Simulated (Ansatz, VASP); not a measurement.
# PtF2 in VASP and in Ansatz

Contents of INCAR:

```
SYSTEM = PtF2
  PREC = Accurate
  ENCUT = 520
  EDIFF = 1E-6
  ISMEAR = 0
  SIGMA = 0.05
  LREAL = .FALSE.
  LASPH = .TRUE.
  NELM = 60
  ALGO = Normal
  ISIF = 2
  LWAVE = .FALSE.
  LCHARG = .FALSE.
  LMAXMIX = 4
  LDAU = .TRUE.
  LDAUTYPE = 2
  LDAUL = 2 -1
  LDAUU = 6 0
  LDAUJ = 0 0
  LDAUPRINT = 1
  GGA = PE
  NBANDS = 19
```

The input KPOINTS:

```
regular mesh
0
G
  7 7 7
  0 0 0
```

POSCAR

```
PtF2
1.0
    1.5647742300      0.9034228200      4.7309018300
   -1.5647742300      0.9034228200      4.7309018300
    0.0000000000     -1.8068456500      4.7309018300
Pt F
1 2
Direct
    0.0000000000      0.0000000000      0.0000000000
    0.2520000000      0.2520000000      0.2520000000
    0.7480000000      0.7480000000      0.7480000000
```

input.yaml

```yaml
crystal:
  lattice:
    - [1.56477423, 0.90342282, 4.73090183]
    - [-1.56477423, 0.90342282, 4.73090183]
    - [0.0, -1.80684565, 4.73090183]
  atoms:
    - { symbol: Pt, position: [0.0, 0.0, 0.0] }
    - { symbol: F, position: [0.252, 0.252, 0.252] }
    - { symbol: F, position: [0.748, 0.748, 0.748] }
hamiltonian:
  xc: pbe
  pseudopotentials: { kind: paw }
  hubbard: { sites: [{ species: Pt, l: d, u_eff: 6.0 }] }
kpoints:
  mp_grid: { grid: [7, 7, 7] }
scf:
  occupations: { method: gaussian, width: 0.05 }
output:
  forces: true
  stress: true
  eigenvalues: true
  write_density: true
  write_potential: true
  elf: true
  volumetric_format: npy
```

The cell was built by a generator and needn't be a form met in nature.

Alike in both runs: task single point; functional PBE; k mesh 7 × 7 × 7; occupations gaussian, width 0.05 eV; no spin polarisation; Hubbard terms Pt d U = 6 eV.

|  | VASP | Ansatz |
| --- | --- | --- |
| version | VASP 6.6.1 | Ansatz 0.2.0 |
| potentials or method | VASP PAW PBE potentials, release 64 (Pt, F) | Ansatz PAW |
| plane-wave cutoff (eV) | 520 | 420 |
| valence electrons in the cell | 24 | 32 |

|  | VASP | Ansatz | Ansatz less VASP |
| --- | --- | --- | --- |
| gap on the k mesh at the Fermi level (eV) | none | none | - |
| pressure (GPa) | 17.5 | 24.4 | +6.98 |
| largest component of the traceless stress (GPa) | 11.49 | 12.68 | +1.185 |
| rms of the force components (eV/Å) | 0.248 | 0.518 | +0.2706 |

The programs project onto different local orbitals, so the same U acts differently. Atom by atom the forces differ by 0.271 eV/Å (rms over components). A gap of «none» marks a metal or a gap that the smearing closes. The two sets of potentials don't hold the same shells in valence.

Caveats: U without spin polarisation on a metal has little footing; the pressure holds a Pulay correction of +0.6 GPa for the finite cutoff (Ansatz); forces of over 1 eV/Å show positions far from the minimum, so gaps and moduli don't describe the material at rest (Ansatz). The runs have no spin-orbit coupling, so splittings on Pt are missing.
